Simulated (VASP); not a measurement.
OSZICAR of a VASP run on V:

OSZICAR:
```
...
DAV:  10    -0.109918509293E+03   -0.69453E-05   -0.22623E-04  2398   0.895E-02    0.321E-02
DAV:  11    -0.109918505111E+03    0.41816E-05   -0.55473E-05  1888   0.509E-02
   6 F= -.10991851E+03 E0= -.10991638E+03  d E =-.227953E-01
       N       E                     dE             d eps       ncg     rms          rms(c)
DAV:   1    -0.108964019175E+03    0.95449E+00   -0.12487E+02  2302   0.106E+02    0.398E+00
DAV:   2    -0.112405630838E+03   -0.34416E+01   -0.22187E+01  2328   0.276E+01    0.168E+01
DAV:   3    -0.110032871992E+03    0.23728E+01   -0.11777E+01  2480   0.171E+01    0.380E+00
DAV:   4    -0.110081167949E+03   -0.48296E-01   -0.28505E+00  2419   0.807E+00    0.400E+00
DAV:   5    -0.109957467307E+03    0.12370E+00   -0.83124E-01  2440   0.526E+00    0.148E+00
DAV:   6    -0.109959944437E+03   -0.24771E-02   -0.15337E-01  2448   0.241E+00    0.126E+00
DAV:   7    -0.109948943606E+03    0.11001E-01   -0.69642E-02  2440   0.175E+00    0.506E-01
DAV:   8    -0.109953949275E+03   -0.50057E-02   -0.33152E-02  2448   0.113E+00    0.754E-01
DAV:   9    -0.109949897211E+03    0.40521E-02   -0.42112E-02  2440   0.131E+00    0.265E-01
DAV:  10    -0.109949441285E+03    0.45593E-03   -0.32423E-03  2430   0.371E-01    0.563E-02
DAV:  11    -0.109949512724E+03   -0.71438E-04   -0.53052E-04  2496   0.145E-01    0.806E-02
DAV:  12    -0.109949487264E+03    0.25460E-04   -0.34664E-04  2432   0.125E-01    0.231E-02
DAV:  13    -0.109949525923E+03   -0.38659E-04   -0.30632E-05  1547   0.350E-02    0.120E-02
DAV:  14    -0.109949553090E+03   -0.27167E-04   -0.10189E-05  1283   0.196E-02    0.607E-03
DAV:  15    -0.109949580138E+03   -0.27048E-04   -0.86216E-06  1323   0.131E-02    0.494E-03
DAV:  16    -0.109949603478E+03   -0.23340E-04   -0.45163E-06  1288   0.664E-03    0.390E-03
DAV:  17    -0.109949623062E+03   -0.19583E-04   -0.48682E-06  1320   0.710E-03    0.243E-03
DAV:  18    -0.109949634418E+03   -0.11357E-04   -0.26610E-06  1240   0.555E-03    0.186E-03
DAV:  19    -0.109949641040E+03   -0.66219E-05   -0.18625E-06  1224   0.410E-03
   7 F= -.10994964E+03 E0= -.10994723E+03  d E =-.539312E-01
       N       E                     dE             d eps       ncg     rms          rms(c)
DAV:   1    -0.109814034852E+03    0.13560E+00   -0.24566E+01  2363   0.464E+01    0.156E+00
DAV:   2    -0.111135223277E+03   -0.13212E+01   -0.72157E+00  2456   0.154E+01    0.111E+01
DAV:   3    -0.109947840684E+03    0.11874E+01   -0.42334E+00  2496   0.103E+01    0.699E-01
DAV:   4    -0.109970304430E+03   -0.22464E-01   -0.20616E-01  2350   0.226E+00    0.927E-01
DAV:   5    -0.109966355122E+03    0.39493E-02   -0.61449E-02  2440   0.170E+00    0.537E-01
DAV:   6    -0.109965413273E+03    0.94185E-03   -0.13218E-02  2448   0.707E-01    0.277E-01
DAV:   7    -0.109966458779E+03   -0.10455E-02   -0.14285E-02  2440   0.760E-01    0.399E-01
DAV:   8    -0.109965520262E+03    0.93852E-03   -0.75055E-03  2430   0.542E-01    0.202E-01
DAV:   9    -0.109965421239E+03    0.99024E-04   -0.31841E-03  2424   0.333E-01    0.138E-01
DAV:  10    -0.109965299452E+03    0.12179E-03   -0.62629E-04  2440   0.161E-01    0.426E-02
DAV:  11    -0.109965295530E+03    0.39223E-05   -0.72435E-05  1912   0.545E-02
   8 F= -.10996530E+03 E0= -.10996286E+03  d E =-.156545E-01
       N       E                     dE             d eps       ncg     rms          rms(c)
DAV:   1    -0.109762217253E+03    0.20308E+00   -0.33938E+01  2358   0.546E+01    0.187E+00
DAV:   2    -0.111594399008E+03   -0.18322E+01   -0.10068E+01  2456   0.184E+01    0.129E+01
DAV:   3    -0.109947554806E+03    0.16468E+01   -0.58524E+00  2496   0.117E+01    0.837E-01
DAV:   4    -0.109978241379E+03   -0.30687E-01   -0.29451E-01  2350   0.264E+00    0.108E+00
DAV:   5    -0.109973329815E+03    0.49116E-02   -0.85874E-02  2435   0.198E+00    0.654E-01
DAV:   6    -0.109971504285E+03    0.18255E-02   -0.18722E-02  2448   0.835E-01    0.282E-01
DAV:   7    -0.109973912418E+03   -0.24081E-02   -0.20418E-02  2440   0.907E-01    0.549E-01
DAV:   8    -0.109971696262E+03    0.22162E-02   -0.12427E-02  2425   0.706E-01    0.198E-01
DAV:   9    -0.109971735126E+03   -0.38863E-04   -0.36072E-03  2424   0.355E-01    0.168E-01
DAV:  10    -0.109971528880E+03    0.20625E-03   -0.97135E-04  2424   0.199E-01    0.446E-02
DAV:  11    -0.109971533243E+03   -0.43633E-05   -0.12862E-04  2046   0.702E-02    0.379E-02
DAV:  12    -0.109971524162E+03    0.90804E-05   -0.53234E-05  1912   0.494E-02
   9 F= -.10997152E+03 E0= -.10996918E+03  d E =-.218831E-01
       N       E                     dE             d eps       ncg     rms          rms(c)
DAV:   1    -0.109868502798E+03    0.10303E+00   -0.16757E+01  2286   0.385E+01    0.122E+00
DAV:   2    -0.110453064563E+03   -0.58456E+00   -0.34091E+00  2408   0.108E+01    0.754E+00
DAV:   3    -0.109977726595E+03    0.47534E+00   -0.20375E+00  2496   0.764E+00    0.830E-01
DAV:   4    -0.109989715070E+03   -0.11988E-01   -0.17768E-01  2422   0.238E+00    0.103E+00
DAV:   5    -0.109981551325E+03    0.81637E-02   -0.62331E-02  2440   0.172E+00    0.482E-01
DAV:   6    -0.109983017902E+03   -0.14666E-02   -0.20765E-02  2440   0.867E-01    0.546E-01
DAV:   7    -0.109981241975E+03    0.17759E-02   -0.16950E-02  2432   0.791E-01    0.198E-01
DAV:   8    -0.109981945595E+03   -0.70362E-03   -0.78884E-03  2414   0.515E-01    0.310E-01
DAV:   9    -0.109981183483E+03    0.76211E-03   -0.51696E-03  2416   0.440E-01    0.547E-02
DAV:  10    -0.109981191199E+03   -0.77160E-05   -0.17176E-04  2360   0.763E-02    0.215E-02
DAV:  11    -0.109981195399E+03   -0.41999E-05   -0.43198E-05  1867   0.426E-02
  10 F= -.10998120E+03 E0= -.10997977E+03  d E =-.967124E-02
       N       E                     dE             d eps       ncg     rms          rms(c)
DAV:   1    -0.109777628797E+03    0.20356E+00   -0.30855E+01  2286   0.522E+01    0.171E+00
DAV:   2    -0.110827657214E+03   -0.10500E+01   -0.63250E+00  2400   0.148E+01    0.997E+00
DAV:   3    -0.109981417531E+03    0.84624E+00   -0.36658E+00  2496   0.996E+00    0.114E+00
DAV:   4    -0.110005640256E+03   -0.24223E-01   -0.36635E-01  2422   0.331E+00    0.146E+00
DAV:   5    -0.109988678750E+03    0.16962E-01   -0.12224E-01  2440   0.237E+00    0.664E-01
DAV:   6    -0.109991130877E+03   -0.24521E-02   -0.37811E-02  2440   0.118E+00    0.733E-01
DAV:   7    -0.109987970123E+03    0.31608E-02   -0.30952E-02  2440   0.106E+00    0.272E-01
DAV:   8    -0.109989200072E+03   -0.12299E-02   -0.14226E-02  2419   0.692E-01    0.417E-01
DAV:   9    -0.109987810920E+03    0.13892E-02   -0.95787E-03  2416   0.604E-01    0.778E-02
DAV:  10    -0.109987820932E+03   -0.10011E-04   -0.37207E-04  2456   0.112E-01    0.395E-02
DAV:  11    -0.109987818431E+03    0.25002E-05   -0.11072E-04  1955   0.713E-02    0.332E-02
DAV:  12    -0.109987814106E+03    0.43255E-05   -0.37545E-05  1816   0.411E-02
  11 F= -.10998781E+03 E0= -.10998775E+03  d E =-.162899E-01
       N       E                     dE             d eps       ncg     rms          rms(c)
DAV:   1    -0.109962640297E+03    0.25178E-01   -0.38477E+00  2310   0.185E+01    0.570E-01
DAV:   2    -0.110092530039E+03   -0.12989E+00   -0.69819E-01  2400   0.503E+00    0.358E+00
DAV:   3    -0.109986796718E+03    0.10573E+00   -0.46662E-01  2488   0.389E+00    0.392E-01
DAV:   4    -0.109989646027E+03   -0.28493E-02   -0.31529E-02  2422   0.103E+00    0.436E-01
DAV:   5    -0.109988376699E+03    0.12693E-02   -0.12542E-02  2440   0.775E-01    0.241E-01
DAV:   6    -0.109988742631E+03   -0.36593E-03   -0.49267E-03  2440   0.438E-01    0.274E-01
DAV:   7    -0.109988260664E+03    0.48197E-03   -0.43664E-03  2440   0.413E-01    0.957E-02
DAV:   8    -0.109988412922E+03   -0.15226E-03   -0.18933E-03  2419   0.252E-01    0.146E-01
DAV:   9    -0.109988240892E+03    0.17203E-03   -0.11434E-03  2416   0.207E-01    0.227E-02
DAV:  10    -0.109988245156E+03   -0.42642E-05   -0.54007E-05  1800   0.446E-02
  12 F= -.10998825E+03 E0= -.10998867E+03  d E =-.167210E-01
       N       E                     dE             d eps       ncg     rms          rms(c)
DAV:   1    -0.109987726859E+03    0.51403E-03   -0.79181E-02  2299   0.265E+00    0.801E-02
DAV:   2    -0.109990357773E+03   -0.26309E-02   -0.14465E-02  2408   0.702E-01    0.512E-01
DAV:   3    -0.109988192085E+03    0.21657E-02   -0.96788E-03  2456   0.606E-01    0.590E-02
DAV:   4    -0.109988268636E+03   -0.76551E-04   -0.56796E-04  2366   0.146E-01    0.609E-02
DAV:   5    -0.109988249975E+03    0.18660E-04   -0.22752E-04  2256   0.105E-01    0.333E-02
DAV:   6    -0.109988257915E+03   -0.79397E-05   -0.91317E-05  1960   0.608E-02
  13 F= -.10998826E+03 E0= -.10998861E+03  d E =-.167338E-01
       N       E                     dE             d eps       ncg     rms          rms(c)
DAV:   1    -0.109979709506E+03    0.85405E-02   -0.16059E+00  2326   0.116E+01    0.383E-01
DAV:   2    -0.110043633579E+03   -0.63924E-01   -0.36307E-01  2416   0.345E+00    0.244E+00
DAV:   3    -0.109988579760E+03    0.55054E-01   -0.24314E-01  2464   0.304E+00    0.396E-01
DAV:   4    -0.109989288297E+03   -0.70854E-03   -0.12732E-02  2432   0.661E-01    0.215E-01
DAV:   5    -0.109989460520E+03   -0.17222E-03   -0.35043E-03  2422   0.417E-01    0.214E-01
DAV:   6    -0.109989948965E+03   -0.48845E-03   -0.52727E-03  2440   0.473E-01    0.305E-01
DAV:   7    -0.109989345736E+03    0.60323E-03   -0.37522E-03  2440   0.371E-01    0.105E-01
DAV:   8    -0.109989328819E+03    0.16917E-04   -0.88082E-04  2408   0.169E-01    0.617E-02
DAV:   9    -0.109989320036E+03    0.87836E-05   -0.13607E-04  2056   0.726E-02    0.192E-02
DAV:  10    -0.109989323496E+03   -0.34600E-05   -0.38077E-05  1806   0.396E-02
  14 F= -.10998932E+03 E0= -.10998980E+03  d E =-.106558E-02
```

Problem. Which electronic solver shows in the log?

Solution. It is blocked Davidson (ALGO = Normal, or the opening steps of other solvers). The INCAR had ALGO = Normal.

Problem. How was spin treated?

Solution. Without spin polarisation: there is no mag entry.

Problem. Can the final energy be trusted as converged?

Solution. The calculation finished and met its thresholds. It stopped with EDIFF = 1E-5, NELM = 100, NSW = 50 and EDIFFG = -0.03 after 14 ionic steps (PBEsol GGA, plane waves, VASP's PBE PAW potentials (set 64)).

The cell is a thin slab with vacuum, built from V (bcc): (111) face. The run is not spin-polarised, so no magnetic state was tried.
